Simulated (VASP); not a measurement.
Computed with r2SCAN meta-GGA, VASP's PBE PAW potentials (set 64) (plane waves; VASP 6.6.1).

VASP input:

**KPOINTS**
```
Automatic mesh
0
Gamma
10 10 10
0 0 0
```

**POSCAR**
```
ZrH2
1.0
  0.0000000000   2.3940853148   2.3940853148
  2.3940853148   0.0000000000   2.3940853148
  2.3940853148   2.3940853148   0.0000000000
Zr H
1 2
Cartesian
  0.0000000000   0.0000000000   0.0000000000
  3.5911279722   3.5911279722   3.5911279722
  1.1970426574   1.1970426574   1.1970426574
```

INCAR:
```
SYSTEM=ZrH2
PREC=Accurate; ENCUT=480; LREAL=F
LASPH=T
EDIFF=1E-7; NELM=100; ALGO=Normal
LMAXMIX=4; LMIXTAU=T
ISMEAR=1; SIGMA=0.1
METAGGA=R2SCAN
IBRION=2; NSW=40; ISIF=3
EDIFFG=-0.01; PSTRESS=300
LWAVE=F; LCHARG=F
```

POTCAR, in this order: Zr_sv H (PBE.64 set). Program: vasp_std.

Energy and stress use the plane-wave basis of the starting cell.

Problem. Predict the energy per atom (σ→0), volume per atom, band gap (on the k-mesh).

Solution. 
energy per atom (σ→0): -10.404 eV/atom
band gap (on the k-mesh): none (metal, semimetal or under 0.01 eV)
volume per atom: 7.86 Å^3/atom

OSZICAR:
```
...
DAV:   2    -0.312120610710E+02    0.10692E-03   -0.30791E-04  1124   0.231E-01    0.371E-02
DAV:   3    -0.312120490696E+02    0.12001E-04   -0.13016E-04  1344   0.111E-01    0.217E-02
DAV:   4    -0.312120536513E+02   -0.45816E-05   -0.91467E-06  1082   0.353E-02    0.105E-02
DAV:   5    -0.312120576703E+02   -0.40190E-05   -0.81478E-06  1472   0.260E-02    0.287E-03
DAV:   6    -0.312120592339E+02   -0.15636E-05   -0.18922E-06  1070   0.165E-02    0.214E-03
DAV:   7    -0.312120598151E+02   -0.58117E-06   -0.55674E-07  1486   0.737E-03    0.842E-04
DAV:   8    -0.312120598328E+02   -0.17694E-07   -0.36699E-08   598   0.245E-03
   6 F= -.26796071E+02 E0= -.26795826E+02  d E =-.563849E-04
```

The structure comes from a computed database's ZrH2 entry (Fm-3m); how it stands against other phases isn't given here. This run relaxes it under an external pressure of 30 GPa. Symmetry was kept, so distortions that lower it aren't found.
